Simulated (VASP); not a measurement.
# AlB2Sb3 (P1) in VASP: relaxation of cell and atoms with PBE

Aim: the relaxation of cell and atoms of AlB2Sb3 with PBE.

All numbers are computed with VASP 6.6.1; they aren't measurements. Logs are shortened: lines on timing, memory, paths and dates and some standing lists are left out, and cuts for length are marked.

## (1) Starting point

The typed cell holds 12 atoms: a = 6.888 Å, b = 13.537 Å, c = 6.843 Å, α = 147.94°, β = 59.26°, γ = 130.61°.

The cell was built by a generator and needn't be a form met in nature.

## (2) Relaxation of cell and atoms, PBE

INCAR

```
PREC = Normal
ENCUT = 520
EDIFF = 1E-5
ISMEAR = 0
SIGMA = 0.15
LREAL = Auto
LASPH = True
NELM = 80
ALGO = Fast
ISIF = 3
LWAVE = False
LCHARG = False
GGA = PE
IBRION = 2
NSW = 110
EDIFFG = -0.03
ISYM = 0
KPAR = 8
```

KPOINTS

```
Automatic mesh
0
Gamma
  6 6 6
```

POSCAR

```
AlB2Sb3
1.0
   -1.7741765400      5.9786124900      2.9238497500
    3.6264998700    -11.7958577100      5.5632218600
    1.9459459600      5.9545592900     -2.7545860600
Al B Sb
2 4 6
Direct
    0.5013981900      0.9742689900      0.4468229900
    0.5117961300      0.5057901300      0.4887680900
    0.8436541800      0.0056833100      0.8268184300
    0.8208975000      0.5036424200      0.8429057000
    0.1621761000      0.9969921400      0.1984695800
    0.1701187300      0.4954282600      0.1787400200
    0.9509406500      0.1259792200      0.6668229000
    0.9451129800      0.6112703200      0.6377094000
    0.5700930600      0.1115583900      0.2961043700
    0.5861588300      0.6243976300      0.2797752300
    0.1868650300      0.1165702400      0.0342021500
    0.1697431200      0.5952495700      0.0106078100
```

Potentials or basis: VASP PAW PBE potentials, release 64 (Al, B, Sb).

Started as:

```sh
$ cat potpaw_PBE.64/Al/POTCAR potpaw_PBE.64/B/POTCAR potpaw_PBE.64/Sb/POTCAR > POTCAR
$ mpirun -np 8 vasp_std > vasp.out
```

OUTCAR:

```text
PREC = Normal
   ENCUT = 520
   EDIFF = 1E-5
   ISMEAR = 0
   LREAL = Auto
   LASPH = True
   NELM = 80
   ISIF = 3
   GGA = PE
   IBRION = 2
   NSW = 110
   EDIFFG = -0.03
   ISYM = 0

 ion  position               nearest neighbor table
   1  0.501  0.974  0.447-  12 2.49   9 2.52   7 2.71  11 2.82
   2  0.512  0.506  0.489-  11 2.54  10 2.64   8 2.66  12 2.75
   3  0.844  0.006  0.827-   7 2.24  11 2.25   9 2.33  10 2.43
   4  0.821  0.504  0.843-  10 2.11  12 2.27   8 2.33   9 2.48
   5  0.162  0.997  0.198-   7 2.12   9 2.29   8 2.44  11 2.54
   6  0.170  0.495  0.179-   8 2.14  10 2.28   7 2.33  12 2.41
   7  0.951  0.126  0.667-   5 2.12   3 2.24   6 2.33   1 2.71   8 3.66  11 3.68  10 3.68   9 3.72
                            11 3.74  12 3.74
   8  0.945  0.611  0.638-   6 2.14   4 2.33   5 2.44   2 2.66  12 3.60   7 3.66  10 3.69  10 3.77

   9  0.570  0.112  0.296-   5 2.29   3 2.33   4 2.48   1 2.52  11 3.65   7 3.72  10 3.75  10 3.78

  10  0.586  0.624  0.280-   4 2.11   6 2.28   3 2.43   2 2.64  12 3.60   7 3.68   8 3.69   9 3.75
                             8 3.77   9 3.78
  11  0.187  0.117  0.034-   3 2.25   2 2.54   5 2.54   1 2.82   9 3.65  12 3.67   7 3.68   7 3.74

  12  0.170  0.595  0.011-   4 2.27   6 2.41   1 2.49   2 2.75   8 3.60  10 3.60  11 3.67   7 3.74

IMPORTANT INFORMATION: All symmetrisations will be switched off!
NOSYMM: (Re-)initialisation of all symmetry stuff for point group C_1.

----------------------------------------------------------------------------------------

                                     Primitive cell

  volume of cell :     255.8233

  direct lattice vectors                    reciprocal lattice vectors
    -1.774176540  5.978612490  2.923849750    -0.002477605  0.081365669  0.174137022
     3.626499870-11.795857710  5.563221860     0.132430617 -0.003137054  0.086772764
     1.945945960  5.954559290 -2.754586060     0.264829902  0.080029760 -0.002945406

  length of vectors
     6.887699693 13.536735127  6.843334449     0.192224382  0.158357892  0.276673661

  position of ions in fractional coordinates (direct lattice)
     0.501398190  0.974268990  0.446822990
     0.511796130  0.505790130  0.488768090
     0.843654180  0.005683310  0.826818430
     0.820897500  0.503642420  0.842905700
     0.162176100  0.996992140  0.198469580
     0.170118730  0.495428260  0.178740020
     0.950940650  0.125979220  0.666822900
     0.945112980  0.611270320  0.637709400
     0.570093060  0.111558390  0.296104370
     0.586158830  0.624397630  0.279775230
     0.186865030  0.116570240  0.034202150
     0.169743120  0.595249570  0.010607810

  ion indices of the primitive-cell ions
   primitive index   ion index
                 1           1
                 2           2
                 3           3
                 4           4
                 5           5
                 6           6
                 7           7
                 8           8
                 9           9
                10          10
                11          11
                12          12

----------------------------------------------------------------------------------------

 KPOINTS: Automatic mesh

Automatic generation of k-mesh.
 Grid dimensions read from file:
 generate k-points for:    6    6    6

 Generating k-lattice:

  Cartesian coordinates                     Fractional coordinates (reciprocal lattice)
    -0.000412934  0.013560945  0.029022837     0.166666667  0.000000000 -0.000000000
     0.022071769 -0.000522842  0.014462127     0.000000000  0.166666667 -0.000000000
     0.044138317  0.013338293 -0.000490901     0.000000000  0.000000000  0.166666667

  Length of vectors
     0.032037397  0.026392982  0.046112277

  Shift w.r.t. Gamma in fractional coordinates (k-lattice)
     0.000000000  0.000000000  0.000000000

 Subroutine IBZKPT returns following result:
 ===========================================

 Found    112 irreducible k-points:

 Following reciprocal coordinates:
            Coordinates               Weight
  0.000000  0.000000  0.000000      1.000000
  0.166667  0.000000  0.000000      2.000000
  0.333333  0.000000  0.000000      2.000000
  0.500000  0.000000  0.000000      1.000000
  0.000000  0.166667  0.000000      2.000000
  0.166667  0.166667  0.000000      2.000000
[... 16 lines left out ...]
  0.333333 -0.000000  0.166667      2.000000
  0.500000 -0.000000  0.166667      2.000000
 [... further k-points ...]
   k-points           NKPTS =    112   k-points in BZ     NKDIM =    112   number of bands    NBANDS=     31
   number of dos      NEDOS =    301   number of ions     NIONS =     12
   total plane-waves  NPLWV = 128000
   dimension x,y,z NGX =    40 NGY =   80 NGZ =   40
   dimension x,y,z NGXF=    80 NGYF=  160 NGZF=   80
   ions per type =               2   4   6
   NGX,Y,Z   is equivalent  to a cutoff of   9.65,  9.82,  9.72 a.u.
   NGXF,Y,Z  is equivalent  to a cutoff of  19.31, 19.65, 19.43 a.u.
 SYSTEM =  unknown system
   PREC   = normal    normal or accurate (medium, high low for compatibility)
   ISTART =      0    job   : 0-new  1-cont  2-samecut
   ICHARG =      2    charge: 1-file 2-atom 10-const
   ISPIN  =      1    spin polarized calculation?
   LNONCOLLINEAR =      F non collinear calculations
   LSORBIT =      F    spin-orbit coupling
   LASPH  =      T    aspherical Exc in radial PAW
   ENCUT  =  520.0 eV  38.22 Ry    6.18 a.u.  12.81 25.17 12.72*2*pi/ulx,y,z
   NELM   =     80;   NELMIN=  2; NELMDL= -5     # of ELM steps
   EDIFF  = 0.1E-04   stopping-criterion for ELM
   LREAL  =      T    real-space projection
   EDIFFG = -.3E-01   stopping-criterion for IOM
   NSW    =    110    number of steps for IOM
   IBRION =      2    ionic relax: 0-MD 1-quasi-New 2-CG
   NFREE  =      1    steps in history (QN), initial steepest desc. (CG)
   ISIF   =      3    stress and relaxation
   ISYM   =      0    0-nonsym 1-usesym 2-fastsym
   POTIM  = 0.5000    time-step for ionic-motion
   TEBEG  =    0.0;   TEEND  =   0.0 temperature during run
   PSTRESS=    0.0 pullay stress
   NELECT =      48.0000    total number of electrons
   NUPDOWN=      -1.0000    fix difference up-down
   EMIN   =  10.00;   EMAX   =-10.00  energy-range for DOS
   EFERMI =   0.00;   METHOD = LEGACY
   ISMEAR =     0;   SIGMA  =   0.15  broadening in eV -4-tet -1-fermi 0-gaus
   EFERMI_NEDOS =   21; number of points for ismear=-14 and -15
   IALGO  =     68    algorithm
   IMIX   =      4    mixing-type and parameters
     AMIX     =   0.40;   BMIX     =  1.00
     AMIX_MAG =   1.60;   BMIX_MAG =  1.00
  volume/ion in A,a.u.               =      21.32       143.87
  Fermi-wavevector in a.u.,A,eV,Ry     =   0.937221  1.771090 11.951121  0.878383
  Thomas-Fermi vector in A             =   2.064310
   LORBIT       =      0    0 simple, 1 ext, 2 COOP (PROOUT), +10 PAW based schemes
   GGA     = PE    functional components
   LHFCALC =     F    Hartree Fock is set to
   AEXX    =    0.0000 exact exchange contribution
   IVDW    =     0    specifies the selected vdW correction
   LEPSILON=     F    determine dielectric tensor
   LRPA    =     F    only Hartree local field effects (RPA)
 conjugate gradient relaxation of ions
 non-spin polarized calculation
 RMM-DIIS sequential band-by-band and
 Gauss-broadening in eV      SIGMA  =   0.15
  energy-cutoff  :      520.00
  volume of cell :      255.82
 maximum number of plane-waves:      6914
   NGX = 25   NGY = 51   NGZ = 25

--------------------------------------- Ionic step        1  -------------------------------------------

 number of electron      48.0000000 magnetization

 Free energy of the ion-electron system (eV)
  ---------------------------------------------------
  ext. energy  EPLUGINS =         0.00000000
  ---------------------------------------------------
  free energy    TOTEN  =       -53.80478558 eV

  energy without entropy =      -53.78823708  energy(sigma->0) =      -53.79651133

------------------------ aborting loop because EDIFF is reached ----------------------------------------

  FORCE on cell =-STRESS in cart. coord.  units (eV):
  Direction    XX          YY          ZZ          XY          YZ          ZX
  --------------------------------------------------------------------------------------
  -------------------------------------------------------------------------------------
  Total       10.7395773      1.2943039      4.7428216     -1.6959332     -1.7691713     -3.5649361
  in kB       67.2601218      8.1060023     29.7034743    -10.6213374    -11.0800148    -22.3265806
  external PRESSURE =      35.0231995 kB  Pullay stress =       0.0000000 kB
[... 119 lines left out ...]
  FREE ENERGIE OF THE ION-ELECTRON SYSTEM (eV)
  ---------------------------------------------------
  free  energy   TOTEN  =       -54.8692486536 eV

  energy  without entropy=      -54.8580917056  energy(sigma->0) =      -54.86367018

[... ionic steps 4 to 14 ...]

--------------------------------------- Ionic step       15  -------------------------------------------

 number of electron      47.9999999 magnetization

------------------------ aborting loop because EDIFF is reached ----------------------------------------

  FORCE on cell =-STRESS in cart. coord.  units (eV):
  Direction    XX          YY          ZZ          XY          YZ          ZX
  --------------------------------------------------------------------------------------
  -------------------------------------------------------------------------------------
  Total        0.0818656      0.0405907      0.0766087     -0.0085695     -0.0354548      0.0932261
  in kB        0.4982384      0.2470371      0.4662449     -0.0521544     -0.2157802      0.5673795
  external PRESSURE =       0.4038401 kB  Pullay stress =       0.0000000 kB
[... 77 lines left out ...]
  energy  without entropy=      -55.3771990264  energy(sigma->0) =      -55.37770702

--------------------------------------- Ionic step       17  -------------------------------------------

 number of electron      47.9999999 magnetization

 Free energy of the ion-electron system (eV)
  ---------------------------------------------------
  ext. energy  EPLUGINS =         0.00000000
  ---------------------------------------------------
  free energy    TOTEN  =       -55.37822925 eV

  energy without entropy =      -55.37721103  energy(sigma->0) =      -55.37772014

 E-fermi :   6.9001     XC(G=0):  -9.4508

 val. band max:        6.7795262075   @ k =   0.0000   0.0000   0.0000
 cond. band min:       7.0479575661   @ k =  -0.3333   0.3333   0.3333
 fundamental gap:      0.2684313587
 Fermi energy:         6.9001044612

 k-point     1 :       0.0000    0.0000    0.0000
  band No.  band energies     occupation
      1      -6.1779      2.00000
      2      -4.1203      2.00000
      3      -3.5221      2.00000
      4      -3.3058      2.00000
      5      -3.2252      2.00000
      6      -3.0660      2.00000
[... 805 lines left out ...]
     30       8.8818      0.00000
     31       9.1898      0.00000

 [... further k-points ...]
[... 5 lines left out ...]
  --------------------------------------------------------------------------------------
  -------------------------------------------------------------------------------------
  Total       -0.0618518      0.0272897     -0.0229755     -0.0074664      0.0363638     -0.0729691
  in kB       -0.3761775      0.1659738     -0.1397348     -0.0454099      0.2211616     -0.4437918
  external PRESSURE =      -0.1166462 kB  Pullay stress =       0.0000000 kB
[... 27 lines left out ...]
  FREE ENERGIE OF THE ION-ELECTRON SYSTEM (eV)
  ---------------------------------------------------
  free  energy   TOTEN  =       -55.3782292456 eV

  energy  without entropy=      -55.3772110329  energy(sigma->0) =      -55.37772014

 reached required accuracy - stopping structural energy minimisation
```

It took 19 min on 8 MPI ranks of Intel Xeon Platinum 8488C (Sapphire Rapids), shared host; peak memory 0.81 GiB.

What came out:

* Free energy: -55.3782 eV
* Relaxed volume: 21.95 Å³/atom
* Relaxed cell: a = 6.863 Å, b = 13.729 Å, c = 6.864 Å, α = 146.84°, β = 60.20°, γ = 131.28°
* Space group after relaxing (to 0.05 Å): Imm2 (No. 44)
* Energy gained by relaxing: 131.1 meV/atom
* Ionic steps: 17
* Pressure after relaxing: 0.0 GPa
* Largest force after relaxing: 0.026 eV/Å
* Band gap on the k mesh: 0.27 eV, indirect (least direct gap 0.55 eV)

Forces in eV/Å, atoms in the order of the input:
```
Al  -0.015 -0.019 -0.006
Al  -0.009  0.000  0.000
B    0.005 -0.005  0.021
B    0.000  0.021 -0.002
B   -0.007 -0.018 -0.003
B   -0.002  0.019 -0.006
Sb   0.020 -0.006 -0.015
Sb   0.003  0.008 -0.005
Sb   0.009 -0.007 -0.002
Sb   0.017  0.010  0.014
Sb  -0.003 -0.012 -0.008
Sb  -0.016  0.009  0.011
```

Step by step:
| step | energy change (eV) | largest force (eV/Å) | pressure (GPa) | volume (Å³) |
| --- | --- | --- | --- | --- |
| 1 | 0.0000 | 2.7654 | 3.50 | 255.82 |
| 2 | -1.0280 | 1.1605 | -2.46 | 273.29 |
| 3 | -1.0645 | 1.2140 | -1.76 | 269.96 |
| 4 | -1.4503 | 0.5297 | -0.40 | 264.30 |
| 5 | -1.4728 | 0.4539 | 0.09 | 262.71 |
| 6 | -1.5366 | 0.3185 | 0.17 | 262.58 |
| 7 | -1.5449 | 0.2957 | 0.24 | 262.51 |
| 8 | -1.5574 | 0.1399 | -0.14 | 263.88 |
| 9 | -1.5574 | 0.1463 | -0.15 | 263.94 |
| 10 | -1.5648 | 0.1141 | -0.06 | 263.60 |
| 11 | -1.5672 | 0.1207 | 0.05 | 263.27 |
| 12 | -1.5709 | 0.0687 | 0.00 | 263.45 |
| 13 | -1.5718 | 0.0657 | -0.05 | 263.60 |
| 14 | -1.5730 | 0.0414 | 0.04 | 263.29 |
| 15 | -1.5730 | 0.0427 | 0.04 | 263.25 |
| 16 | -1.5734 | 0.0332 | -0.01 | 263.47 |
| 17 | -1.5734 | 0.0255 | -0.01 | 263.43 |

Final structure:
```cif
data_structure
_symmetry_space_group_name_H-M 'P 1'
_symmetry_Int_Tables_number 1
_cell_length_a 6.8632
_cell_length_b 13.7290
_cell_length_c 6.8642
_cell_angle_alpha 146.845
_cell_angle_beta 60.196
_cell_angle_gamma 131.275
_cell_volume 263.43
loop_
_atom_site_label
_atom_site_type_symbol
_atom_site_fract_x
_atom_site_fract_y
_atom_site_fract_z
_atom_site_occupancy
Al1 Al 0.49669 0.99495 0.49436 1
Al2 Al 0.49422 0.49459 0.49334 1
B1 B 0.82378 0.99332 0.82030 1
B2 B 0.82227 0.49359 0.81958 1
B3 B 0.16752 0.99364 0.16374 1
B4 B 0.16570 0.49381 0.16287 1
Sb1 Sb 0.95288 0.13000 0.67605 1
Sb2 Sb 0.95055 0.62985 0.67542 1
Sb3 Sb 0.58405 0.12979 0.30809 1
Sb4 Sb 0.58230 0.62966 0.30715 1
Sb5 Sb 0.19052 0.09160 0.99351 1
Sb6 Sb 0.18846 0.59203 0.99334 1
```

Caveat: spin-orbit coupling is left out, which moves the levels of the heavy elements.
